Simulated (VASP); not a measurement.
OSZICAR of a VASP run on Hg (space group I4_1/amd):

OSZICAR:
```
       N       E                     dE             d eps       ncg     rms          rms(c)
DAV:   1     0.122882449739E+03    0.12288E+03   -0.98286E+03   128   0.954E+02
DAV:   2     0.134196868573E+01   -0.12154E+03   -0.11842E+03   136   0.294E+02
DAV:   3    -0.897423550613E+00   -0.22394E+01   -0.22330E+01   136   0.460E+01
DAV:   4    -0.900110596993E+00   -0.26870E-02   -0.26869E-02   160   0.141E+00
DAV:   5    -0.900115334952E+00   -0.47380E-05   -0.47380E-05   128   0.559E-02    0.719E+00
DAV:   6    -0.811508875822E+00    0.88606E-01   -0.19354E-01   144   0.503E+00    0.515E+00
DAV:   7    -0.799224003977E+00    0.12285E-01   -0.37585E-02   136   0.184E+00    0.140E+00
DAV:   8    -0.798209570076E+00    0.10144E-02   -0.52324E-03   128   0.959E-01    0.793E-02
DAV:   9    -0.798236702688E+00   -0.27133E-04   -0.19084E-05   152   0.370E-02    0.349E-02
DAV:  10    -0.798258587268E+00   -0.21885E-04   -0.13562E-05   136   0.381E-02    0.532E-03
DAV:  11    -0.798258878958E+00   -0.29169E-06   -0.48128E-07    64   0.831E-03
   1 F= -.79825888E+00 E0= -.78500966E+00  d E =-.264984E-01
```

Problem. Which electronic solver shows in the log?

Solution. It is blocked Davidson (ALGO = Normal, or the opening steps of other solvers). The INCAR had ALGO = Normal.

Problem. Can the final energy be trusted as converged?

Solution. Self-consistency was reached. It stopped with EDIFF = 1E-6, NELM = 100 (PBEsol GGA, plane waves, VASP's PBE PAW potentials (set 64)).

The structure was generated: Hg was put into an ordered model structure, which need not be its known phase. The cell was not relaxed at this level. The k-mesh is coarse (spacing up to 1.16 per Å, 2π included), so the numbers may not be converged in it. The run is one of a series of settings (KPOINTS 2×2×2 Γ-centred mesh against the base run), some of them coarse on purpose.
